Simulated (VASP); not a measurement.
Here is the system:

```yaml
crystal:
  lattice:
    - [1.76230, -3.05240, 0.00000]
    - [1.76230, 3.05240, 0.00000]
    - [0.00000, 0.00000, 5.41869]
  atoms:
    - { symbol: Er, position: [0.33333, 0.66667, 0.25000] }
    - { symbol: Er, position: [0.66667, 0.33333, 0.75000] }
```

Level of theory: PBEsol GGA, VASP's PBE PAW potentials (set 64) (plane waves; VASP 6.6.1). Run with 400 eV cut-off, 11×11×6 Γ-centred mesh, first-order Methfessel-Paxton smearing of 0.10 eV, potentials Er_3.

The 4f electrons are frozen in the core of the lanthanide potential, so 4f levels, which can set the real gap, and their magnetism are missing.

What does the run give for the energy per atom (σ→0), band gap (on the k-mesh) with the smallest direct gap where there is one?

```
Quantity                                                    Result
------------------------  ----------------------------------------
band gap (on the k-mesh)  none (metal, semimetal or under 0.01 eV)
energy per atom (σ→0)                       -475.4 kJ/mol of atoms
```

The compound is Er in the hcp structure. It was relaxed first. The start is the result of an earlier pass.
